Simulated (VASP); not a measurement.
Level of theory: r2SCAN meta-GGA, VASP's PBE PAW potentials (set 64) (plane waves; VASP).

Input for VASP

### KPOINTS_OPT
```
k-points along high-symmetry lines
8
Line-mode
Reciprocal
  0.000000   0.000000   0.000000 ! GAMMA
  0.000000   0.000000   0.500000 ! A

  0.000000   0.000000   0.500000 ! A
 -0.420568   0.420568   0.500000 ! I_2

 -0.579432  -0.420568   0.500000 ! I
 -0.500000  -0.500000   0.500000 ! M_2

 -0.500000  -0.500000   0.500000 ! M_2
  0.000000   0.000000   0.000000 ! GAMMA

  0.000000   0.000000   0.000000 ! GAMMA
 -0.500000   0.500000   0.000000 ! Y

 -0.500000   0.000000   0.500000 ! L_2
  0.000000   0.000000   0.000000 ! GAMMA

  0.000000   0.000000   0.000000 ! GAMMA
 -0.500000   0.000000   0.000000 ! V_2
```

**POSCAR**
```
TiO2
1.0
  2.6783412796  -2.6772418473  -0.0069517498
  2.6783412796   2.6772418473  -0.0069517498
 -2.6189376695   0.0000000000   4.7979105603
Ti O
2 4
Cart
  2.0236068622   1.9913851816   1.1925258903
  0.7141380275  -1.9913851816   3.5914811704
 -0.6235627293  -0.6543061517   3.1878030718
  3.3613076190   0.6543061517   1.5962039889
  2.0518387843  -0.6543061517   3.9951592690
  0.6859061054   0.6543061517   0.7888477917
```

File KPOINTS:
```
Automatic mesh
0
Gamma
7 7 5
0 0 0
```

INCAR:
```
SYSTEM = TiO2
PREC = Accurate; ENCUT = 520; LREAL = .FALSE.
LASPH = .TRUE.
EDIFF = 1E-7; NELM = 100; ALGO = Normal
LMAXMIX = 4; LMIXTAU = .TRUE.
ISMEAR = -5
METAGGA = R2SCAN
ISIF = 2
LWAVE = .FALSE.; LCHARG = .FALSE.; LORBIT = 11
NEDOS = 601
LEFG = .TRUE.
```

POTCAR, in this order: Ti_sv O (PBE.64 set). Program: vasp_std.

The run wrote:

**OUTCAR**
```
 ion  position               nearest neighbor table
   1  0.128  0.872  0.250-   4 1.93   6 1.93   6 1.94   4 1.94   3 1.99   5 1.99
   2  0.872  0.128  0.750-   5 1.93   3 1.93   5 1.94   3 1.94   6 1.99   4 1.99
   3  0.331  0.087  0.665-   2 1.93   2 1.94   1 1.99
   4  0.669  0.913  0.335-   1 1.93   1 1.94   2 1.99
   5  0.913  0.669  0.835-   2 1.93   2 1.94   1 1.99
   6  0.087  0.331  0.165-   1 1.93   1 1.94   2 1.99
  LATTYP: Found a base centered monoclinic cell.
 ALAT       =     5.3567006027
 B/A-ratio  =     0.9995861430
 C/A-ratio  =     1.0204319752
 COS(beta)  =    -0.4813959869
 Subroutine PRICEL returns:
 Original cell was already a primitive cell.
 Subroutine GETGRP returns: Found  4 space group operations
The static configuration has the point symmetry S_2 .
 The point group associated with its full space group is C_2h.
The dynamic configuration has the point symmetry S_2 .
 Subroutine INISYM returns: Found  4 space group operations
 Subroutine IBZKPT returns following result:
 Found     72 irreducible k-points:

 Following reciprocal coordinates:
            Coordinates               Weight
  0.000000  0.000000  0.000000      1.000000
...
```

OSZICAR:
```
       N       E                     dE             d eps       ncg     rms          rms(c)
DAV:   1     0.684858893178E+03    0.68486E+03   -0.25846E+04  4032   0.204E+03
DAV:   2     0.193269716363E+02   -0.66553E+03   -0.64346E+03  4516   0.603E+02
DAV:   3    -0.945432287409E+02   -0.11387E+03   -0.11236E+03  6128   0.223E+02
DAV:   4    -0.101601877128E+03   -0.70586E+01   -0.70494E+01  5912   0.549E+01
DAV:   5    -0.101961327287E+03   -0.35945E+00   -0.35938E+00  5572   0.971E+00    0.331E+01
DAV:   6    -0.729375172688E+02    0.29024E+02   -0.85930E+01  5376   0.109E+02    0.950E+00
DAV:   7    -0.686264989056E+02    0.43110E+01   -0.55516E+00  5184   0.169E+01    0.516E+00
DAV:   8    -0.737249688572E+02   -0.50985E+01   -0.25827E+00  5000   0.125E+01    0.283E+00
DAV:   9    -0.694255076838E+02    0.42995E+01   -0.12789E+00  4228   0.976E+00    0.853E-01
DAV:  10    -0.697363409168E+02   -0.31083E+00   -0.25957E-01  4664   0.473E+00    0.472E-01
DAV:  11    -0.697414650862E+02   -0.51242E-02   -0.19613E-02  5180   0.119E+00    0.326E-01
DAV:  12    -0.698503628673E+02   -0.10890E+00   -0.73404E-02  4268   0.279E+00    0.179E-01
DAV:  13    -0.698581651659E+02   -0.78023E-02   -0.98216E-03  4404   0.109E+00    0.462E-02
DAV:  14    -0.698584575454E+02   -0.29238E-03   -0.29101E-04  5732   0.141E-01    0.337E-02
DAV:  15    -0.698582591562E+02    0.19839E-03   -0.37928E-04  4508   0.174E-01    0.358E-02
DAV:  16    -0.698587859294E+02   -0.52677E-03   -0.42353E-04  4360   0.212E-01    0.838E-03
DAV:  17    -0.698588281845E+02   -0.42255E-04   -0.37339E-05  4416   0.642E-02    0.429E-03
DAV:  18    -0.698588378338E+02   -0.96494E-05   -0.60221E-06  4560   0.213E-02    0.625E-03
DAV:  19    -0.698588434087E+02   -0.55748E-05   -0.46728E-06  4608   0.222E-02    0.332E-03
DAV:  20    -0.698588434072E+02    0.14616E-08   -0.50531E-07  3964   0.648E-03
   1 F= -.69858843E+02 E0= -.69858843E+02  d E =0.000000E+00
       N       E                     dE             ncg
```

### OUTCAR
```
------------------------ aborting loop because EDIFF is reached ----------------------------------------
  FORCE on cell =-STRESS in cart. coord.  units (eV):
  Direction    XX          YY          ZZ          XY          YZ          ZX
  --------------------------------------------------------------------------------------
  Total        0.0058623      0.0240756     -0.0026625      0.0000000      0.0000000     -0.1099102
  in kB        0.1366968      0.5613942     -0.0620835      0.0000000      0.0000000     -2.5628832
  external PRESSURE =       0.2120025 kB  Pullay stress =       0.0000000 kB
  volume of cell :       68.71
      direct lattice vectors                 reciprocal lattice vectors
     2.678341280 -2.677241847 -0.006951750     0.186947570 -0.186759370  0.102045260
     2.678341280  2.677241847 -0.006951750     0.186947570  0.186759370  0.102045260
    -2.618937670  0.000000000  4.797910560     0.000541741  0.000000000  0.208719770
 POSITION                                       TOTAL-FORCE (eV/Angst)
 -----------------------------------------------------------------------------------
      2.02361      1.99139      1.19253         0.000000      0.018365      0.000000
      0.71414     -1.99139      3.59148        -0.000000     -0.018365      0.000000
     -0.62356     -0.65431      3.18780        -0.001514     -0.016168     -0.010584
      3.36131      0.65431      1.59620         0.001514      0.016168      0.010584
      2.05184     -0.65431      3.99516         0.001514     -0.016168      0.010584
      0.68591      0.65431      0.78885        -0.001514      0.016168     -0.010584
 -----------------------------------------------------------------------------------
    total drift:                               -0.000000     -0.000000      0.000000
  FREE ENERGIE OF THE ION-ELECTRON SYSTEM (eV)
  ---------------------------------------------------
  free  energy   TOTEN  =       -69.8588434072 eV

  energy  without entropy=      -69.8588434072  energy(sigma->0) =      -69.85884341

 total charge

# of ion       s       p       d       tot
------------------------------------------
    1        2.219   6.296   1.673  10.188
    2        2.219   6.296   1.673  10.188
    3        1.576   3.531   0.000   5.108
    4        1.576   3.531   0.000   5.108
    5        1.576   3.531   0.000   5.108
    6        1.576   3.531   0.000   5.108
--------------------------------------------------
tot         10.744  26.718   3.345  40.807
```
(Selected blocks of OUTCAR.)

### OUTCAR
```
 val. band max:        2.9806228312   @ k =  -0.4286   0.4286   0.0000

 cond. band min:       5.5074737988   @ k =   0.0000   0.0000   0.0000


 Fermi energy:         3.0558935924

 k-point     1 :       0.0000    0.0000    0.0000
  band No.  band energies     occupation
      1     -55.6365      2.00000
      2     -55.5785      2.00000
      3     -31.0460      2.00000
      4     -30.8025      2.00000
      5     -30.8024      2.00000
      6     -30.7343      2.00000
      7     -30.7342      2.00000
      8     -30.6566      2.00000
      9     -15.6586      2.00000
     10     -14.6769      2.00000
     11     -14.5565      2.00000
     12     -14.2087      2.00000
     13      -1.0843      2.00000
     14      -0.9119      2.00000
     15      -0.9108      2.00000
     16      -0.5488      2.00000
     17       0.8721      2.00000
     18       0.8850      2.00000
     19       0.9274      2.00000
     20       2.1310      2.00000
     21       2.1736      2.00000
     22       2.1872      2.00000
     23       2.4987      2.00000
     24       2.5040      2.00000
     25       5.5075      0.00000
     26       6.2235      0.00000
     27       7.3845      0.00000
     28       7.3861      0.00000

 k-point     2 :       0.1429   -0.0000   -0.0000
  band No.  band energies     occupation
      1     -55.6340      2.00000
      2     -55.5802      2.00000
      3     -31.0406      2.00000
      4     -30.8294      2.00000
      5     -30.8042      2.00000
      6     -30.7454      2.00000
      7     -30.7313      2.00000
      8     -30.6581      2.00000
      9     -15.5529      2.00000
     10     -14.6200      2.00000
     11     -14.5228      2.00000
     12     -14.1858      2.00000
     13      -1.2254      2.00000
     14      -1.0735      2.00000
     15      -0.8925      2.00000
     16      -0.5629      2.00000
     17       0.7701      2.00000
     18       0.8605      2.00000
     19       1.0408      2.00000
     20       1.7334      2.00000
...
```

The structure comes from a computed database's TiO2 entry (C2/c); how it stands against other phases isn't given here. It was relaxed first.
